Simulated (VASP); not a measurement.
Data:

```xyz
5
Lattice="2.2758 -3.9418 0.0000 2.2758 3.9418 0.0000 0.0000 0.0000 7.2010" Properties=species:S:1:pos:R:3 pbc="T T T"
Mg     0.0000     0.0000     7.2010
Mg     2.2758     1.3139     4.5540
Mg     2.2758    -1.3139     2.6470
Sb     2.2758     1.3139     1.6227
Sb     2.2758    -1.3139     5.5783
```

All values below come from PBE GGA with D3 dispersion (zero damping), VASP's PBE PAW potentials (set 64) (plane waves; VASP). Run with 520 eV cut-off, 6×6×4 Γ-centred mesh, tetrahedra with Blöchl corrections, potentials Mg Sb.

The cores are frozen, which limits the accuracy of field gradients.

Give the principal components of the electric field gradient (V/Å²) and the asymmetry η at each nucleus.

```json
[
 {"atom": "Mg1", "Vxx": "-0.7", "Vyy": "-0.7", "Vzz": "1.4", "η": "0.00"},
 {"atom": "Mg2", "Vxx": "-0.6", "Vyy": "-0.6", "Vzz": "1.2", "η": "0.00"},
 {"atom": "Mg3", "Vxx": "-0.6", "Vyy": "-0.6", "Vzz": "1.2", "η": "0.00"},
 {"atom": "Sb4", "Vxx": "-20.8", "Vyy": "-20.8", "Vzz": "41.5", "η": "0.00"},
 {"atom": "Sb5", "Vxx": "-20.8", "Vyy": "-20.8", "Vzz": "41.5", "η": "0.00"}
]
```

The compound is Mg3Sb2 in the a-la2o3 structure. It was relaxed first.
